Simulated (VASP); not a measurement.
An input for Ansatz (written as the equivalent of a VASP run, and not itself run):

Ansatz 0.2 input:
```yaml
crystal:
  lattice:
    - [0.0000000, 2.9997770, 2.9997770]
    - [2.9997770, 0.0000000, 2.9997770]
    - [2.9997770, 2.9997770, 0.0000000]
  atoms:
    - { symbol: Hg, position: [0.0000000, 0.0000000, 0.0000000] }
    - { symbol: S, position: [0.2500000, 0.2500000, 0.2500000] }
kpoints:
  mp_grid: { grid: [11, 11, 11] }
hamiltonian:
  xc: pbe
  pseudopotentials: { kind: paw }
scf:
  occupations: { method: methfessel_paxton, width: 0.1 }
  max_iter: 100
relax:
  max_steps: 40
  f_tol: 0.02
  cell: {}
output: { forces: true, stress: true, eigenvalues: true }
```

**Question.** Translate this input to VASP (INCAR, KPOINTS, POSCAR, choice of POTCAR).

**Answer.** Several could match; the one computed here: 
INCAR:
```
SYSTEM = HgS
PREC = Accurate; ENCUT = 500; LREAL = .False.
LASPH = .True.
EDIFF = 1E-6; NELM = 100; ALGO = Normal
LMAXMIX = 6
ISMEAR = 1; SIGMA = 0.1
GGA = PE
IBRION = 2; NSW = 40; ISIF = 3
EDIFFG = -0.02
LWAVE = .False.; LCHARG = .False.
```

**KPOINTS**
```
Automatic mesh
0
Gamma
11 11 11
0 0 0
```

**POSCAR**
```
HgS
1.0
  0.0000000000   2.9997769828   2.9997769828
  2.9997769828   0.0000000000   2.9997769828
  2.9997769828   2.9997769828   0.0000000000
Hg S
1 1
Cartesian
  0.0000000000   0.0000000000   0.0000000000
  1.4998884914   1.4998884914   1.4998884914
```

POTCAR, in this order: Hg S (PBE.64 set). Program: vasp_std.

The two are equivalent in intent, not identical: each code has its own PAW files, so the cut-off isn't converted (ENCUT is set for VASP's; basis.ecutwfc is left out, and Ansatz then takes the one that its files recommend); Ansatz stops its SCF on the density residual and VASP on the energy change (EDIFF).

The compound is HgS in the zinc blende structure, metacinnabar; cinnabar is the stable form. It was relaxed first, which changed the volume by +8 %.
